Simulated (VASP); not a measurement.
VASP ran on this input.

KPOINTS:
```
Automatic mesh
0
Gamma
8 8 8
0 0 0
```

File POSCAR:
```
NaI
1
   -0.0000000000     2.7565702517     2.7565702517
    2.7565702517     0.0000000000     2.7565702517
    2.7565702517     2.7565702517    -0.0000000000
Na I
1 1
Direct
  1.0000000000   0.0000000000   0.0000000000
  0.5000000000   0.5000000000   0.5000000000
```

**INCAR**
```
NSW = 40   ! most ionic steps
ENCUT = 500
EDIFFG = -0.02   ! ionic stop
LMAXMIX = 4   ! l cut-off of mixed one-centre charges
LCHARG = .False.
PREC = Accurate
NELM = 100
LREAL = .False.
ISMEAR = 0
SIGMA = 0.05   ! width (eV)
LWAVE = .False.
IBRION = 2
ALGO = Normal   ! blocked Davidson
SYSTEM = NaI
ISIF = 3   ! ions, shape and volume
LASPH = .True.
EDIFF = 1E-6   ! SCF stop (eV)
PSTRESS = 200   ! kbar
```

POTCAR, in this order: Na_pv I (LDA.64 set). Program: vasp_std.

Translate this LDA calculation to Ansatz.

One equivalent input (not run):
Ansatz 0.2 input:
```yaml
crystal:
  lattice:
    - [0.0000000, 2.7565703, 2.7565703]
    - [2.7565703, 0.0000000, 2.7565703]
    - [2.7565703, 2.7565703, 0.0000000]
  atoms:
    - { symbol: Na, position: [1.0000000, 0.0000000, 0.0000000] }
    - { symbol: I, position: [0.5000000, 0.5000000, 0.5000000] }
kpoints:
  mp_grid: { grid: [8, 8, 8] }
hamiltonian:
  xc: lda
  pseudopotentials: { kind: paw }
scf:
  occupations: { method: gaussian, width: 0.05 }
  max_iter: 100
relax:
  max_steps: 40
  f_tol: 0.02
  cell: { p_target: 20 }
output: { forces: true, stress: true, eigenvalues: true }
```
The two are equivalent in intent, not identical: each code has its own PAW files, so the cut-off isn't converted (ENCUT is set for VASP's; basis.ecutwfc is left out, and Ansatz then takes the one that its files recommend); Ansatz stops its SCF on the density residual and VASP on the energy change (EDIFF); Ansatz's lda is the Perdew-Wang form, while the LDA potentials of VASP carry Perdew-Zunger's.

The compound is NaI in the rock salt structure. It was relaxed first under an external pressure of 20 GPa.
